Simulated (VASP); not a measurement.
```xyz
4
Lattice="3.8409 0.0000 0.0000 -1.9205 3.3264 0.0000 0.0000 0.0000 6.4428" Properties=species:S:1:pos:R:3 pbc="T T T"
Cd     3.8409     0.0000     0.0000
Cd     3.8409     0.0000     3.2214
S      0.0000     2.2176     1.6107
S      1.9205     1.1088     4.8321
```

The numbers are results of r2SCAN meta-GGA, VASP's PBE PAW potentials (set 64) (plane waves; VASP 6.6.1), not measurements. Numerical set-up: 400 eV cut-off, 8×8×4 Γ-centred mesh, tetrahedra with Blöchl corrections, potentials Cd S.

Question: Tabulate the total density of states (states/eV per cell) against energy (eV; zero at the valence-band maximum or, without a gap, the Fermi level).

Answer: 
(E (eV), DOS (states/eV)): (-9.93, 0.00); (-9.58, 0.00); (-9.23, 0.00); (-8.76, 0.00); (-8.41, 0.59); (-8.06, 28.2); (-7.71, 30.4); (-7.36, 4.49); (-6.89, 0.00); (-6.54, 0.00); (-6.19, 0.00); (-5.84, 0.00); (-5.49, 0.00); (-5.02, 0.00); (-4.67, 1.67); (-4.32, 2.95); (-3.97, 2.46); (-3.62, 2.21); (-3.15, 1.28); (-2.80, 2.40); (-2.45, 1.94); (-2.10, 2.23); (-1.63, 2.51); (-1.28, 2.62); (-0.93, 4.76); (-0.58, 4.39); (-0.22, 1.43); (0.24, 0.00); (0.59, 0.00); (0.95, 0.00); (1.30, 0.00); (1.65, 0.02); (2.12, 0.23); (2.47, 1.04); (2.82, 1.28); (3.17, 1.40); (3.52, 1.87); (3.99, 1.40); (4.34, 2.12); (4.69, 1.44)
Within 2 eV below the valence-band maximum the largest weight inside VASP's projection spheres is S p.

The structure was generated: CdS was put into the NiAs type (P6_3/mmc), which need not be its known phase. It was relaxed first, which changed the volume by +8 %.
